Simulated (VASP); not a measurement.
The system is Sn2Ge.

```
Sn Ge
1.0
     4.09180    0.00000    0.00000
     0.00000    4.09180    0.00000
     0.00000    0.00000    9.36082
Sn Ge
4 2
Cartesian
  2.0459 2.0459 6.2622
  2.0459 2.0459 3.0986
  2.0459 0.0000 0.0000
  0.0000 2.0459 0.0000
  0.0000 0.0000 3.0006
  0.0000 0.0000 6.3602
```

The cell was built by a generator and needn't be a form met in nature.

- Program: VASP 6.6.1
- Task: relaxation of cell and atoms
- Functional: PBE
- Potentials or basis: VASP PAW PBE potentials, release 64 (Sn_d, Ge_d)
- Cutoff: 520 eV
- k mesh: 4 × 4 × 2
- Occupations: gaussian, width 0.15 eV
- Spin: no spin polarisation

At the start: pressure 1.3 GPa; volume 26.12 Å³/atom.

**Question.** Where does the relaxation end?

**Answer.** Over 18 steps the energy falls by 102.0 meV/atom and the volume is 26.03 Å³/atom (-0.3 %); space group P4/mmm (No. 123, to 0.05 Å).

The path:
| step | energy change (eV) | largest force (eV/Å) | pressure (GPa) | volume (Å³) |
| --- | --- | --- | --- | --- |
| 1 | 0.0000 | 0.2437 | 1.26 | 156.73 |
| 2 | -0.1648 | 0.0090 | -0.60 | 161.33 |
| 3 | -0.2488 | 0.3170 | -1.80 | 165.27 |
| 4 | -0.1630 | 1.0877 | -3.56 | 172.75 |
| 5 | -0.2660 | 0.4611 | -2.46 | 167.18 |
| 6 | -0.3774 | 0.8324 | -1.82 | 163.13 |
| 7 | -0.3794 | 1.4993 | -0.43 | 158.20 |
| 8 | -0.4009 | 1.1896 | -0.95 | 160.48 |
| 9 | -0.5065 | 0.8339 | 0.33 | 155.86 |
| 10 | -0.5409 | 0.6346 | 0.81 | 153.09 |
| 11 | -0.5317 | 0.1914 | 2.69 | 147.63 |
| 12 | -0.5506 | 0.4853 | 1.69 | 150.67 |
| 13 | -0.6036 | 0.1193 | 0.52 | 154.33 |
| 14 | -0.6077 | 0.1063 | -0.27 | 156.80 |
| 15 | -0.6088 | 0.1392 | 0.12 | 156.08 |
| 16 | -0.6086 | 0.0860 | -0.54 | 156.40 |
| 17 | -0.6088 | 0.1399 | -0.06 | 156.19 |
| 18 | -0.6121 | 0.0776 | -0.22 | 156.21 |

Final structure:
```
CELL_PARAMETERS angstrom
4.40231 0.00000 0.00000
0.00000 4.40231 0.00000
0.00000 0.00000 8.06000
ATOMIC_POSITIONS crystal
Sn 0.50000 0.50000 0.68898
Sn 0.50000 0.50000 0.31102
Sn 0.50000 0.00000 0.00000
Sn 0.00000 0.50000 0.00000
Ge 0.00000 0.00000 0.32814
Ge 0.00000 0.00000 0.67186
```

Caveat: the k mesh is coarse (spacing up to 0.38 Å⁻¹), so the values aren't converged.
